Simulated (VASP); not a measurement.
Crystal: TaTl.

```
Ta Tl
1.0
     3.47219    0.00000    0.00000
     0.00000    3.47219    0.00000
     0.00000    0.00000    4.29046
Ta Tl
1 1
Direct
  0.50000 0.50000 0.50000
  0.00000 0.00000 0.00000
```

The cell was built by a generator and needn't be a form met in nature.

| Property | Result |
| --- | --- |
| Program | VASP 6.6.1 |
| Task | relaxation of cell and atoms |
| Functional | PBE |
| Potentials or basis | VASP PAW PBE potentials, release 64 (Ta_pv, Tl_d) |
| Cutoff | 600 eV |
| k mesh | 8 × 8 × 6 |
| Occupations | methfessel-paxton, width 0.1 eV |
| Spin | no spin polarisation |

At the start: pressure -16.4 GPa; volume 25.86 Å³/atom.

Question: How do energy, volume and symmetry change on relaxing?

Answer: Over 13 steps the energy falls by 418.4 meV/atom and the volume is 20.68 Å³/atom (-20.0 %); space group P4/mmm (No. 123, to 0.05 Å).

The path:
```tsv
step	energy change (eV)	largest force (eV/Å)	pressure (GPa)	volume (Å³)
1	0.0000	0.0000	-16.43	51.73
2	-0.0923	0.0000	35.23	34.26
3	-0.7122	0.0000	-0.20	41.32
4	-0.7128	0.0000	0.45	41.12
5	-0.7127	0.0000	1.06	40.92
6	-0.7568	0.0000	0.89	40.96
7	-0.8341	0.0000	1.61	40.85
8	-0.8223	0.0000	-3.50	42.66
9	-0.8367	0.0000	-0.04	41.38
10	-0.8367	0.0000	-0.03	41.37
11	-0.8367	0.0000	0.01	41.36
12	-0.8368	0.0000	0.04	41.36
13	-0.8368	0.0000	0.05	41.36
```

Final structure:
```
Ta Tl
1.0
     3.02319    0.00000    0.00000
     0.00000    3.02319    0.00000
     0.00000    0.00000    4.52569
Ta Tl
1 1
Direct
  0.50000 0.50000 0.50000
  0.00000 0.00000 0.00000
```

Caveat: the volume moved by over 15 % at a fixed basis, so the end points are rough.
